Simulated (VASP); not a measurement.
Here is the system:

```xyz
3
Lattice="0.0000 2.5592 2.5592 2.5592 0.0000 2.5592 2.5592 2.5592 0.0000" Properties=species:S:1:pos:R:3 pbc="T T T"
Zr     0.0000     0.0000     0.0000
O      1.2796     1.2796     1.2796
O      3.8388     3.8388     3.8388
```

All values below come from PBE GGA, VASP's PBE PAW potentials (set 64) (plane waves; VASP). Run with 520 eV cut-off, Gaussian smearing of 0.050 eV, potentials Zr_sv O.

Estimate the band gap (along the path) with the smallest direct gap where there is one.

```json
{
  "band gap (along the path)": "3.31 eV",
  "smallest direct gap (along the path)": "3.74 eV"
}
```

The absolute energy has meaning only against runs of the same code, potentials and settings.

The compound is ZrO2 in the fluorite structure, the high-temperature cubic form, which is unstable at 0 K; the monoclinic form is the stable one. It was relaxed first.
